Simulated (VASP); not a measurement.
Here is the system:

```yaml
crystal:
  lattice:
    - [-1.61141, 1.61141, 3.93127]
    - [1.61141, -1.61141, 3.93127]
    - [1.61141, 1.61141, -3.93127]
  atoms:
    - { symbol: Si, position: [0.66532, 0.66532, 0.00000] }
    - { symbol: Si, position: [0.33468, 0.33468, 0.00000] }
    - { symbol: W, position: [0.00000, 0.00000, 0.00000] }
```

The numbers are results of optB86b-vdW, VASP's PBE PAW potentials (set 64) (plane waves; VASP), not measurements. Settings: 520 eV cut-off, 15×15×15 Γ-centred mesh, tetrahedra with Blöchl corrections, potentials Si W_sv.

The cores are frozen, which limits the accuracy of field gradients.

### Question
Give the principal components of the electric field gradient (V/Å²) and the asymmetry η at each nucleus.

### Answer

```tsv
atom	Vxx	Vyy	Vzz	η
Si1	4.5	4.5	-9.0	0.00
Si2	4.5	4.5	-9.0	0.00
W3	68.2	68.2	-136.3	0.00
```

The compound is WSi2 in the MoSi2 type structure. It was relaxed first.
